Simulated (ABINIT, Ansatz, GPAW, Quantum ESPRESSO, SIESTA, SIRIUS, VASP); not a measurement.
## BiTe: 7 runs at one level of theory

```xyz
2
Lattice="2.4227 1.3988 3.3173 -2.4227 1.3988 3.3173 0.0000 -2.7975 3.3173" Properties=species:S:1:pos:R:3 pbc="T T T"
Bi    0.0000    0.0000    4.9759
Te    0.0000    0.0000    0.0000
```

The cell comes from a database or a generator and needn't be the stable form of this composition.

Alike in all runs: task single point; functional PBEsol; k mesh 7 × 7 × 7; occupations fermi-dirac, width 0.05 eV; no spin polarisation; no spin-orbit coupling. Pressure is positive in compression and, in plane waves, holds the error of the finite cutoff.

| program and potentials | plane-wave cutoff (eV) | notes | pressure (GPa) |
| --- | --- | --- | --- |
| Ansatz, all-electron LAPW, scalar-relativistic | - | - | -2.30 |
| ABINIT, PseudoDojo NC SR PBEsol v0.4.1 standard | 1088 | 15.5 valence electrons an atom on average | -2.26 |
| SIESTA, files PseudoDojo sr-pbesol-0.4.1-standard, DZP (energy shift 0.003 Ry; two zetas on semicore shells) | - | atomic basis; 15.5 valence electrons an atom on average | -1.45 |
| Quantum ESPRESSO, PseudoDojo 0.4.1 SR PBEsol standard | 1088 | 15.5 valence electrons an atom on average | -2.27 |
| VASP, PBE PAW files Bi_d, Te, 520 eV | 520 | potentials made for PBE; 10.5 valence electrons an atom on average | -2.34 |
| GPAW, PAW data sets generated for this functional | 600 | 10.5 valence electrons an atom on average | -2.53 |
| SIRIUS, PseudoDojo 0.4.1 PBEsol standard (scalar relativistic) | 1102 | 15.5 valence electrons an atom on average | -2.26 |

The pressure spans -2.53 (GPAW, PAW data sets generated for this functional) to -1.45 GPa (SIESTA, files PseudoDojo sr-pbesol-0.4.1-standard, DZP (energy shift 0.003 Ry; two zetas on semicore shells)), with all-electron results at -2.30. Rows in atomic bases carry the error of their basis and grid, which can be large.

Differences between rows come from potentials, basis sets and numerical settings, since the functional is the same but for its coding. Runs on potential files found faulty are left out.
